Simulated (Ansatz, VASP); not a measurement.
# SnO2 in two plane-wave programs

Wanted: the spread between two codes on one cell, functional and k mesh. The cell is taken from a series of runs on this material, whose earlier steps may have relaxed, scaled, displaced or heated it; both programs get it as it stands.

Main program and level: Ansatz 0.2.0; plane waves, with VASP 6.6.1 beside it; single point at PBE, spin-orbit coupling.

### 1. The structure

It takes space group Imma (No. 74, orthorhombic). The conventional cell has a = 6.498 Å, b = 6.829 Å, c = 6.828 Å, α = 90.00°, β = 90.00°, γ = 90.00°. Sn has 6 O at 2.09 Å nearest. Nearest to Sn lie 6 O at 2.09 to 2.10 Å. Nearest to O lie 3 Sn at 2.09 to 2.10 Å. Nearest to O lie 3 Sn at 2.09 Å. Farther neighbours and most contacts between anions are not listed.

### 2. Ansatz: single point, PBE, spin-orbit coupling

Ansatz runs on its fully relativistic PAW (standard-fr) files.

With cell and atoms fixed, the geometry can't cause a difference; cores, projectors, grids and the points listed under the comparison can.

input.yaml

```yaml
crystal:
  lattice:
    - [-3.248897, 3.41447, 3.414021]
    - [3.248897, -3.41447, 3.414021]
    - [3.248897, 3.41447, -3.414021]
  atoms:
    - { symbol: Sn, position: [0.5, 0.0, 0.0] }
    - { symbol: Sn, position: [0.5, 0.5, 0.5] }
    - { symbol: Sn, position: [0.003599, 0.753599, 0.25] }
    - { symbol: Sn, position: [0.996401, 0.246401, 0.75] }
    - { symbol: O, position: [0.806496, 0.803774, 0.497278] }
    - { symbol: O, position: [0.806496, 0.309218, 0.002722] }
    - { symbol: O, position: [0.302435, 0.24594, 0.056495] }
    - { symbol: O, position: [0.689445, 0.24594, 0.443505] }
    - { symbol: O, position: [0.310555, 0.75406, 0.556495] }
    - { symbol: O, position: [0.193504, 0.690782, 0.997278] }
    - { symbol: O, position: [0.697565, 0.75406, 0.943505] }
    - { symbol: O, position: [0.193504, 0.196226, 0.502722] }
kpoints:
  mp_grid: { grid: [6, 6, 6] }
  band_path:
    path:
      - [[0.0, 0.0, 0.0], [0.5, -0.5, 0.5], [0.476342, -0.476342, 0.523658]]
      - [[-0.476342, 0.476342, 0.476342], [0.0, 0.0, 0.0], [0.499934, 0.499934, -0.499934]]
      - [[0.500066, -0.499934, 0.499934], [0.5, -0.5, 0.5]]
      - [[0.0, 0.0, 0.0], [0.0, 0.5, 0.0], [0.25, 0.25, 0.25], [0.5, 0.0, 0.0], [0.0, 0.0, 0.0]]
    npoints: 10
scf:
  occupations: { method: fermi_dirac, width: 0.02 }
  n_extra_bands: 56
hamiltonian:
  xc: pbe
  pseudopotentials: { kind: paw_fr }
output:
  forces: true
  stress: true
  dos:
    projected: true
    de: 0.05
    e_range: [-28, 12]
    nscf_kmesh: { grid: [8, 8, 8] }
    method: { smearing: { sigma: 0.08, scheme: gaussian } }
  fatbands: true
magnetization:
  noncollinear: true
  spin_orbit: true
```

The run is started by

```bash
ansatz run input.yaml --threads 4 --pin off --max-ram 8192MiB --backend cpu --events-out ev --progress --plain --runs-dir out
```

Numbers of over 12 decimals in the logs are rounded to 6 here.

Log:

```text
scf.n_extra_bands = 56 over 104 filled bands (N_el = 104.0): the run solves 160 bands
Engine: ansatz 0.2.0, x86_64-unknown-linux-gnu
Pseudopotentials: kind: paw_fr
Pseudopotential: Sn, paw_fr, valence charge 14, recommended cutoff 420 eV (normal), Sn.paw.azcp#standard-fr
Pseudopotential: O, paw_fr, valence charge 6, recommended cutoff 420 eV (normal), O.paw.azcp#standard-fr
Functional definition: PBE
  parameter kappa = 0.804
  parameter beta = 0.066725
  exchange = pbe_x(kappa = kappa, mu = beta*pi^2/3)
  correlation = pbe_c(beta = beta)
non-collinear run that drives no moment, with spin-orbit: no starting moment large enough to seed its density (crystal.atoms[].spin), no starting occupations that ask for one, no magnetisation constraint and no magnetic field, so the semilocal B_xc is pinned to zero
Crystal: 12 atoms, lattice volume = 151.491 Å³
Basis set: ecut = 420 eV, 2975 PW (Γ), exchange–correlation on 80×80×80 points (8 copies of the dense FFT grid, shifted against one another)
Bands: 160, of which v1, the nominal top of the filled ones, is band 104 counted from 1 (103 counted from 0)
Symmetry: 8 space group operations + 8 with time reversal
Magnetic group: BNS 74.555 (UNI 653), of the structure as read, at distance tolerance 5.3e-5 Å
k-points: 46 of 216
Projection manifold: j_resolved (fully-relativistic pseudo-atomic orbitals)
Non-local potential: Sn, projectors of the file, l = 0: 2, l = 1: 4, l = 2: 4, l = 3: 4
Non-local potential: O, projectors of the file, l = 0: 2, l = 1: 4, l = 2: 2
PAW form: soft (Blöchl's): semilocal exchange-correlation on the pseudo side does not see the compensation charge
PAW one-centre angular grid: Sn, 590 points (default); XC on 64 Gauss nodes
PAW one-centre angular grid: O, 110 points (default); XC on 64 Gauss nodes
Initial density: superposition of atomic densities (chi_scale 0.1, normalization cell, long waves kept (reshape's long-wave potential 0.00 eV rms))
Initial wavefunctions: pseudopotential atomic-orbital guess
Functional: x = pbe(κ = 0.804, μ = 0.219515), c = pbe(β = 0.066725)
SCF iter   1: F=—  HF=-28646.324762 eV  |F-HF|=—  |Δ(HF+E_count)|=         —  Δρ=8.33e-2  dr2=7.54e0  dr2_m=0.00e0 (ungated)  ethr=3.10e-3  |M|=0.00e0 ∫|m|=0.00e0 μB  |m|>n=0.0e0 m-floor=0.0e0 τ_xc=0.0e0  β_m=0.30  ⟨swp⟩=5.3  Hψ=16299  notcnv=0  defer=1596
preconditioner: auto → Resta (q_TF=auto, 2.563 Å⁻¹)  ε∞=2.8  [insulator: Δε(μ)=1.188 eV  Ē_g=23.077 eV  σ=0.020 eV  W_gap=1.00  n_scr=42 (ndim 8)  ℏωp=30.8 eV  f_vac=0.000  D(μ)=0.00/eV (n_scr^D=0)  ε∞_Penn≈2.8]
spin=Noncollinear: Resta preconditioning applied to the charge; magnetization (m_x, m_y, m_z) channels mix plain (no charge-response kernel on spin).
SCF iter   2: F=—  HF=-28644.982443 eV  |F-HF|=—  |Δ(HF+E_count)|=    1.34e0  Δρ=5.27e-2  dr2=2.51e0  dr2_m=0.00e0 (ungated)  ethr=3.10e-3  |M|=0.00e0 ∫|m|=0.00e0 μB  |m|>n=0.0e0 m-floor=0.0e0 τ_xc=0.0e0  β_m=0.49  ⟨swp⟩=2.9  Hψ=5620  notcnv=0  defer=2236
SCF iter   3: F=—  HF=-28644.464926 eV  |F-HF|=—  |Δ(HF+E_count)|=   5.18e-1  Δρ=1.57e-2  dr2=2.33e-1  dr2_m=0.00e0 (ungated)  ethr=2.42e-3  |M|=0.00e0 ∫|m|=0.00e0 μB  |m|>n=0.0e0 m-floor=0.0e0 τ_xc=0.0e0  β_m=0.58  ⟨swp⟩=3.0  Hψ=5124  notcnv=0  defer=2236
SCF iter   4: F=—  HF=-28644.445252 eV  |F-HF|=—  |Δ(HF+E_count)|=   1.97e-2  Δρ=2.59e-3  dr2=6.43e-3  dr2_m=0.00e0 (ungated)  ethr=2.24e-4  |M|=0.00e0 ∫|m|=0.00e0 μB  |m|>n=0.0e0 m-floor=0.0e0 τ_xc=0.0e0  β_m=0.70  ⟨swp⟩=2.8  Hψ=4816  notcnv=0  defer=2236
SCF iter   5: F=—  HF=-28644.452190 eV  |F-HF|=—  |Δ(HF+E_count)|=   6.94e-3  Δρ=7.64e-4  dr2=6.70e-4  dr2_m=0.00e0 (ungated)  ethr=6.18e-6  |M|=0.00e0 ∫|m|=0.00e0 μB  |m|>n=0.0e0 m-floor=0.0e0 τ_xc=0.0e0  β_m=0.85  ⟨swp⟩=2.0  Hψ=4602  notcnv=0  defer=2236
SCF iter   6: F=—  HF=-28644.453114 eV  |F-HF|=—  |Δ(HF+E_count)|=   9.25e-4  Δρ=9.24e-5  dr2=1.11e-5  dr2_m=0.00e0 (ungated)  ethr=6.44e-7  |M|=0.00e0 ∫|m|=0.00e0 μB  |m|>n=0.0e0 m-floor=0.0e0 τ_xc=0.0e0  β_m=0.93  ⟨swp⟩=2.0  Hψ=4034  notcnv=0  defer=2236
SCF iter   7: F=—  HF=-28644.453236 eV  |F-HF|=—  |Δ(HF+E_count)|=   1.22e-4  Δρ=9.42e-5  dr2=1.15e-5  dr2_m=0.00e0 (ungated)  ethr=1.06e-8  |M|=0.00e0 ∫|m|=0.00e0 μB  |m|>n=0.0e0 m-floor=0.0e0 τ_xc=0.0e0  β_m=0.69  ⟨swp⟩=2.0  Hψ=4681  notcnv=0  defer=2236
SCF iter   8: F=—  HF=-28644.453234 eV  |F-HF|=—  |Δ(HF+E_count)|=   2.30e-6  Δρ=1.54e-5  dr2=2.55e-7  dr2_m=0.00e0 (ungated)  ethr=1.06e-8  |M|=0.00e0 ∫|m|=0.00e0 μB  |m|>n=0.0e0 m-floor=0.0e0 τ_xc=0.0e0  β_m=0.84  ⟨swp⟩=2.0  Hψ=3570  notcnv=0  defer=2236
SCF iter   9: F=-28644.453234 eV  HF=-28644.453234 eV  |F-HF|=1.47e-8  |Δ(HF+E_count)|=   3.09e-7  Δρ=2.64e-6  dr2=1.12e-8  dr2_m=0.00e0 (ungated)  ethr=9.62e-11  |M|=0.00e0 ∫|m|=0.00e0 μB  |m|>n=0.0e0 m-floor=0.0e0 τ_xc=0.0e0  ⟨swp⟩=13.9  Hψ=21759  notcnv=0
SCF 1 converged in 9 iterations: F = -28644.453234 eV  dr2 = 1.12e-8
[...]
Absolute magnetization: 0.0000 μB (∫|m|)
  site 0: m = (+0.0000, +0.0000, +0.0000) μB, |m| = 0.0000 μB  (R = 0.86 Å)
  site 1: m = (+0.0000, +0.0000, +0.0000) μB, |m| = 0.0000 μB  (R = 0.86 Å)
  site 2: m = (+0.0000, +0.0000, +0.0000) μB, |m| = 0.0000 μB  (R = 0.86 Å)
  site 3: m = (+0.0000, +0.0000, +0.0000) μB, |m| = 0.0000 μB  (R = 0.86 Å)
  site 4: m = (+0.0000, +0.0000, +0.0000) μB, |m| = 0.0000 μB  (R = 0.86 Å)
  site 5: m = (+0.0000, +0.0000, +0.0000) μB, |m| = 0.0000 μB  (R = 0.86 Å)
  site 6: m = (+0.0000, +0.0000, +0.0000) μB, |m| = 0.0000 μB  (R = 0.86 Å)
  site 7: m = (+0.0000, +0.0000, +0.0000) μB, |m| = 0.0000 μB  (R = 0.86 Å)
  site 8: m = (+0.0000, +0.0000, +0.0000) μB, |m| = 0.0000 μB  (R = 0.86 Å)
  site 9: m = (+0.0000, +0.0000, +0.0000) μB, |m| = 0.0000 μB  (R = 0.86 Å)
  site 10: m = (+0.0000, +0.0000, +0.0000) μB, |m| = 0.0000 μB  (R = 0.86 Å)
  site 11: m = (+0.0000, +0.0000, +0.0000) μB, |m| = 0.0000 μB  (R = 0.86 Å)
Free energy (F): -28644.453234 eV
Harris-Foulkes:  -28644.453234 eV  (|F-HF|=1.47e-8)
Internal energy: -28644.453234 eV  (E = F + TS)
E sigma→0 (E₀):  -28644.453234 eV
Fermi energy:    9.002205 eV
--- Per-component energies (eV) ---
  E_band       = -314.298104
  E_kinetic    = 2155.265056
  E_local      = -5934.574747  (includes V_loc(G=0)·N_el)
  E_nonlocal   = 268.221112
  E_hartree    = 3049.092380
  E_xc         = -2107.189796
  E_vxc        = -1123.129833  (∫ρ·V_xc dr)
  E_paw        = -17865.173661  (= ΣΔE_a)
  E_vpaw       = -1778.283388  (= ΣTr[D̂ρ^β])
  E_aug_tail   = 0.019671  (compensation charges beyond the density's cutoff)
  E_ewald      = -8210.113249
  E_smearing   = -0.000000  (= −TS)
  E_closure    = -0.000000  (closes the sum)
  Σ components = -28644.453234   (vs F -28644.453234, Δ=0.00e0)
--- Forces (eV/Å), atoms counted from 1 ---
  atom   1  Sn     0.00000000     0.00000000    -0.00000000
  atom   2  Sn    -0.00000000     0.00000000    -0.00000000
  atom   3  Sn     0.00000000     0.00000000    -0.05877196
  atom   4  Sn     0.00000000     0.00000000     0.05877196
  atom   5  O      0.03316801    -0.00000000     0.03282444
  atom   6  O     -0.03316801    -0.00000000     0.03282444
  atom   7  O      0.00000000     0.03345928     0.03268916
  atom   8  O      0.00000000    -0.03345928     0.03268916
  atom   9  O      0.00000000     0.03345928    -0.03268916
  atom  10  O      0.03316801    -0.00000000    -0.03282444
  atom  11  O      0.00000000    -0.03345928    -0.03268916
  atom  12  O     -0.03316801    -0.00000000    -0.03282444
  max |Σ_I F_I| component: 8.67e-18 eV/Å
--- Stress (GPa, compression-positive) ---
       -1.421643       0.000000       0.000000
        0.000000      -0.589778       0.000000
        0.000000       0.000000      -0.560697
  P = ⅓ Tr σ = -0.8574 GPa (-8.574 kbar)
--- Band table (eV; the first three rows and the last of 46) ---
  k-point 0: bands = [... 100 lower, 7.9744, 7.9744, 8.6850, 8.6850, 9.3183, 9.3183, 13.0063, 13.0063, ... 52 higher]
  k-point 1: bands = [... 100 lower, 7.9751, 7.9751, 8.5828, 8.5828, 10.1485, 10.1485, 13.1432, 13.1432, ... 52 higher]
  k-point 2: bands = [... 100 lower, 8.0340, 8.0340, 8.3909, 8.3909, 11.4845, 11.4845, 13.2277, 13.2277, ... 52 higher]
  k-point 45: bands = [... 100 lower, 7.8452, 7.8452, 7.8469, 7.8469, 12.9250, 12.9250, 12.9258, 12.9258, ... 52 higher]
```

[end of part 1 of 2]

[Lines on the potential files, build, host, timing and source positions are cut from VASP's logs without a mark.]

[Logs are printed without paths, hosts, clocks, repeated set-up lines and the standing remarks that a program may print on its own settings, such as how far it seeks lower states.]

[Hosts, paths, dates, database ids (printed as entryN), source tags and the programs' standing remarks are cut or masked in the printed files.]
